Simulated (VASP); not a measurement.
Output of a VASP run:

File OSZICAR:
```
       N       E                     dE             d eps       ncg     rms          rms(c)
DAV:   1     0.200082865047E+03    0.20008E+03   -0.12095E+04   128   0.125E+03
DAV:   2    -0.543529639503E+01   -0.20552E+03   -0.20400E+03   160   0.383E+02
DAV:   3    -0.185985113655E+02   -0.13163E+02   -0.12921E+02   240   0.716E+01
DAV:   4    -0.188423522612E+02   -0.24384E+00   -0.24375E+00   160   0.106E+01
DAV:   5    -0.188506188172E+02   -0.82666E-02   -0.82754E-02   216   0.120E+00    0.159E+01
DAV:   6    -0.182346564408E+02    0.61596E+00   -0.93255E-01   144   0.869E+00    0.644E+00
DAV:   7    -0.181016541806E+02    0.13300E+00   -0.62691E-01   176   0.637E+00    0.108E+00
DAV:   8    -0.181071309521E+02   -0.54768E-02   -0.50058E-02   176   0.176E+00    0.230E-01
DAV:   9    -0.181071176116E+02    0.13340E-04   -0.10069E-03   208   0.339E-01    0.579E-02
DAV:  10    -0.181070353973E+02    0.82214E-04   -0.39445E-05   200   0.529E-02    0.199E-02
DAV:  11    -0.181070345363E+02    0.86100E-06   -0.62136E-06   176   0.289E-02
   1 F= -.18107035E+02 E0= -.18103677E+02  d E =-.100734E-01
```

### OUTCAR
```
------------------------ aborting loop because EDIFF is reached ----------------------------------------
  FORCE on cell =-STRESS in cart. coord.  units (eV):
  Direction    XX          YY          ZZ          XY          YZ          ZX
  --------------------------------------------------------------------------------------
  Total        3.5726560      1.5089280     -8.1931145     -0.6450144      0.0000000      0.0000000
  in kB      123.4390042     52.1350412   -283.0806765    -22.2859216      0.0000000      0.0000000
  external PRESSURE =     -35.8355437 kB  Pullay stress =       0.0000000 kB
  volume of cell :       46.37
      direct lattice vectors                 reciprocal lattice vectors
     1.652083000 -2.792728000  0.000000000     0.302648233 -0.179036412  0.000000000
     1.652083000  2.792728000  0.000000000     0.302648233  0.179036412  0.000000000
     0.000000000  0.000000000  5.025264000     0.000000000  0.000000000  0.198994520
 POSITION                                       TOTAL-FORCE (eV/Angst)
 -----------------------------------------------------------------------------------
      1.65208      0.93091      1.25632         0.228956      0.197666     -0.000000
      1.68166     -0.93091      3.76895        -0.228956     -0.197666      0.000000
 -----------------------------------------------------------------------------------
    total drift:                               -0.000001      0.000000     -0.000000
  FREE ENERGIE OF THE ION-ELECTRON SYSTEM (eV)
  ---------------------------------------------------
  free  energy   TOTEN  =       -18.1070345363 eV

  energy  without entropy=      -18.0969611099  energy(sigma->0) =      -18.10367673
```
(Selected blocks of OUTCAR.)

**POSCAR**
```
Zr
1
    1.6520830000    -2.7927280000     0.0000000000
    1.6520830000     2.7927280000     0.0000000000
    0.0000000000     0.0000000000     5.0252640000
Zr
2
Direct
  0.3333330000   0.6666670000   0.2500000000
  0.6756180000   0.3422840000   0.7500000000
```

**Question.** Reconstruct the remaining input files.

**Answer.** This is not unique; one that fits is the input of the run itself, PBE GGA, plane waves, VASP's PBE PAW potentials (set 64).

**KPOINTS**
```
Automatic mesh
0
Gamma
2 2 1
0 0 0
```

**INCAR**
```
! general
SYSTEM  = Zr
PREC    = Accurate
ENCUT   = 400   ! plane-wave cut-off (eV)
LREAL   = .False.
LASPH   = .True.   ! aspherical one-centre terms

! electronic loop
EDIFF   = 1E-6
NELM    = 100
ALGO    = Normal   ! blocked Davidson
LMAXMIX = 4   ! l cut-off of mixed one-centre charges

! smearing
ISMEAR  = 1
SIGMA   = 0.1   ! width (eV)

! functional
GGA     = PE   ! PBE

! ions
ISIF    = 2

! output
LWAVE   = .False.
LCHARG  = .False.
```

POTCAR, in this order: Zr_sv (PBE.64 set). Program: vasp_std.

The compound is Zr in the hcp structure. The cell was not relaxed at this level, atoms are displaced from their ideal sites. The k-mesh is coarse (spacing up to 1.25 per Å, 2π included), so the numbers may not be converged in it. The run is one of a series of settings (KPOINTS 2×2×1 Γ-centred mesh against the base run), some of them coarse on purpose.
